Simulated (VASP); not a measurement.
Method: r2SCAN+rVV10, VASP's PBE PAW potentials (set 64) (plane waves; VASP).

VASP ran on this input.

**POSCAR**
```
PbTe
1
    0.0000000000     3.2491564183     3.2491564183
    3.2491564183     0.0000000000     3.2491564183
    3.2491564183     3.2491564183     0.0000000000
Te Pb
1 1
Direct
  0.5000000000   0.5000000000   0.5000000000
  0.0000000000   0.0000000000   0.0000000000
```

**INCAR**
```
SYSTEM = PbTe
PREC = Accurate
ENCUT = 520
EDIFF = 1E-7
NELM = 100
ALGO = Normal
LREAL = .FALSE.
LASPH = .TRUE.
ISMEAR = -5
METAGGA = R2SCAN
LUSE_VDW = .TRUE.
BPARAM = 11.95
CPARAM = 0.0093
LMIXTAU = .TRUE.
LMAXMIX = 4
LWAVE = .FALSE.
LCHARG = .FALSE.
LORBIT = 11
NEDOS = 601
ISIF = 2
```

### KPOINTS_OPT
```
k-points along high-symmetry lines
10
Line-mode
Reciprocal
  0.000000   0.000000   0.000000 ! GAMMA
  0.500000   0.000000   0.500000 ! X

  0.500000   0.000000   0.500000 ! X
  0.625000   0.250000   0.625000 ! U

  0.375000   0.375000   0.750000 ! K
  0.000000   0.000000   0.000000 ! GAMMA

  0.000000   0.000000   0.000000 ! GAMMA
  0.500000   0.500000   0.500000 ! L

  0.500000   0.500000   0.500000 ! L
  0.500000   0.250000   0.750000 ! W

  0.500000   0.250000   0.750000 ! W
  0.500000   0.000000   0.500000 ! X
```

**KPOINTS**
```
Automatic
0
Gamma
 8 8 8
0 0 0
```

POTCAR, in this order: Te Pb_d (PBE.64 set). Program: vasp_std.

Unless said otherwise, spin-orbit coupling is left out, though it shifts the bands of the heavy elements here.

Question: Estimate the energy per atom (σ→0), band gap (over mesh and band path).

Answer: 
The energy per atom (σ→0) comes out as -41.071 eV/atom and the band gap (over mesh and band path) is 1.03 eV.

File OSZICAR:
```
...
DAV:  20    -0.821429376576E+02   -0.25866E-04   -0.64211E-05   818   0.766E-02    0.988E-03
DAV:  21    -0.821429397822E+02   -0.21245E-05   -0.69898E-06   884   0.191E-02    0.376E-03
DAV:  22    -0.821429393136E+02    0.46860E-06   -0.55869E-07   926   0.784E-03    0.345E-03
DAV:  23    -0.821429393554E+02   -0.41832E-07   -0.14513E-07   652   0.426E-03
   1 F= -.82142939E+02 E0= -.82142939E+02  d E =0.000000E+00
       N       E                     dE             ncg
       N       E                     dE             ncg
       N       E                     dE             ncg
```

The compound is PbTe in the rock salt structure. It was relaxed first.
